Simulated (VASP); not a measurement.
Output of a VASP run:

### OSZICAR
```
       N       E                     dE             d eps       ncg     rms          rms(c)
DAV:   1     0.263562983854E+03    0.26356E+03   -0.24519E+04   920   0.190E+03
DAV:   2    -0.395146819019E+02   -0.30308E+03   -0.29573E+03  1155   0.396E+02
DAV:   3    -0.528931107304E+02   -0.13378E+02   -0.13359E+02  1238   0.814E+01
DAV:   4    -0.531378800754E+02   -0.24477E+00   -0.24471E+00  1286   0.989E+00
DAV:   5    -0.531429730056E+02   -0.50929E-02   -0.50929E-02  1285   0.921E-01    0.969E+01
DAV:   6    -0.465128805633E+02    0.66301E+01   -0.36254E+01   997   0.412E+01    0.774E+01
DAV:   7    -0.463830551816E+02    0.12983E+00   -0.19302E+00  1180   0.103E+01    0.311E+01
DAV:   8    -0.463527688094E+02    0.30286E-01   -0.80458E-02  1199   0.213E+00    0.228E+00
DAV:   9    -0.463506187798E+02    0.21500E-02   -0.19134E-02  1146   0.959E-01    0.154E+00
DAV:  10    -0.463501226587E+02    0.49612E-03   -0.35220E-03  1124   0.433E-01    0.187E-01
DAV:  11    -0.463501226832E+02   -0.24526E-07   -0.32945E-04  1173   0.137E-01    0.149E-01
DAV:  12    -0.463501161752E+02    0.65080E-05   -0.51457E-05  1364   0.474E-02    0.367E-02
DAV:  13    -0.463501164213E+02   -0.24615E-06   -0.23726E-06   967   0.111E-02
   1 F= -.29704740E+02 E0= -.29704740E+02  d E =-.297047E+02
```

**OUTCAR**
```
------------------------ aborting loop because EDIFF is reached ----------------------------------------
  FORCE on cell =-STRESS in cart. coord.  units (eV):
  Direction    XX          YY          ZZ          XY          YZ          ZX
  --------------------------------------------------------------------------------------
  Total       16.6014542     16.6014542     16.6014542      0.0000000     -0.0000000      0.0000000
  in kB      448.8125707    448.8125707    448.8125707      0.0000000     -0.0000000      0.0000000
  external PRESSURE =      -1.1874293 kB  Pullay stress =     450.0000000 kB
  volume of cell :       59.26
      direct lattice vectors                 reciprocal lattice vectors
     3.898796494  0.000000000  0.000000000     0.256489407  0.000000000  0.000000000
     0.000000000  3.898796494  0.000000000     0.000000000  0.256489407  0.000000000
     0.000000000  0.000000000  3.898796494     0.000000000  0.000000000  0.256489407
 POSITION                                       TOTAL-FORCE (eV/Angst)
 -----------------------------------------------------------------------------------
      0.00000      0.00000      0.00000         0.000000      0.000000      0.000000
      1.94940      1.94940      1.94940         0.000000      0.000000      0.000000
      1.94940      0.00000      1.94940         0.000000      0.000000      0.000000
      0.00000      1.94940      1.94940         0.000000      0.000000      0.000000
      1.94940      1.94940      0.00000         0.000000      0.000000      0.000000
 -----------------------------------------------------------------------------------
    total drift:                                0.000000     -0.000000     -0.000000
  FREE ENERGIE OF THE ION-ELECTRON SYSTEM (eV)
  ---------------------------------------------------
  free  energy   TOTEN  =       -46.3501164213 eV

  energy  without entropy=      -46.3501164213  energy(sigma->0) =      -46.35011642
  enthalpy is  TOTEN    =       -29.7047395672 eV   P V=       16.6453768541

 reached required accuracy - stopping structural energy minimisation
```
(Selected blocks of OUTCAR.)

POSCAR:
```
BaHfO3
1
    3.8987964945    -0.0000000000     0.0000000000
    0.0000000000     3.8987964945     0.0000000000
    0.0000000000     0.0000000000     3.8987964945
Ba Hf O
1 1 3
Direct
  0.0000000000   0.0000000000   0.0000000000
  0.5000000000   0.5000000000   0.5000000000
  0.5000000000   0.0000000000   0.5000000000
  0.0000000000   0.5000000000   0.5000000000
  0.5000000000   0.5000000000   0.0000000000
```

Q: Reconstruct the remaining input files.

A: One answer among several that fit: the input of the run itself, LDA (Ceperley-Alder, Perdew-Zunger), plane waves, VASP's LDA PAW potentials (set 64).

### INCAR
```
LCHARG = .FALSE.
EDIFFG = -0.02   # ionic stop
NSW = 40
ENCUT = 620
LWAVE = .FALSE.
LREAL = .FALSE.   # projection in real space or not
ISMEAR = 0   # Gaussian
SYSTEM = BaHfO3
SIGMA = 0.05   # width (eV)
PSTRESS = 450   # kbar
LMAXMIX = 6   # l cut-off of mixed one-centre charges
IBRION = 2
PREC = Accurate
NELM = 100
ALGO = Normal
ISIF = 3   # ions, shape and volume
LASPH = .TRUE.
EDIFF = 1E-6
```

KPOINTS:
```
K-points
0
Gamma
6 6 6
```

POTCAR, in this order: Ba_sv Hf_pv O (LDA.64 set). Program: vasp_std.

The compound is BaHfO3 in the cubic perovskite structure. It was relaxed first under an external pressure of 45 GPa.
